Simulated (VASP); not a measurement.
A run of VASP 6.6.1 is set up as follows.

File INCAR:

```
SYSTEM = H2C2S
  PREC = Accurate
  ENCUT = 900
  EDIFF = 1E-6
  ISMEAR = 0
  SIGMA = 0.01
  LREAL = .False.
  LASPH = .True.
  NELM = 100
  ALGO = Normal
  ISIF = 2
  LWAVE = .False.
  LCHARG = .False.
  GGA = RE
  IVDW = 13
  IBRION = 2
  NSW = 60
  EDIFFG = -0.02
```

Contents of KPOINTS:

```
Automatic mesh
0
Gamma
  1 1 1
  0 0 0
```

File POSCAR:

```
H2C2S
1.0
   14.0000000000      0.0000000000      0.0000000000
    0.0000000000     11.0000000000      0.0000000000
    0.0000000000      0.0000000000     10.0000000000
C S H
2 1 2
Cartesian
    6.0326499800      4.8341499800      5.0597000000
    7.2301500600      4.9524500300      5.0839000000
    8.9083499400      4.9785499500      5.1412000000
    4.9726500600      4.7427499900      5.0360000000
    9.0533500400      6.2992499900      4.9268000000
```

Potentials or basis: VASP PAW PBE potentials, release 64 (C_h, S_h, H_h).

The run is started by

```console
$ cat potpaw_PBE.64/C_h/POTCAR potpaw_PBE.64/S_h/POTCAR potpaw_PBE.64/H_h/POTCAR > POTCAR
$ mpirun -np 1 vasp_gam > vasp.out
```

(1) Estimate the gap between the frontier levels.

(2) Predict the energy gained by relaxing.

## Answers

(1) 4.36 eV.

(2) 2.2 meV/atom.
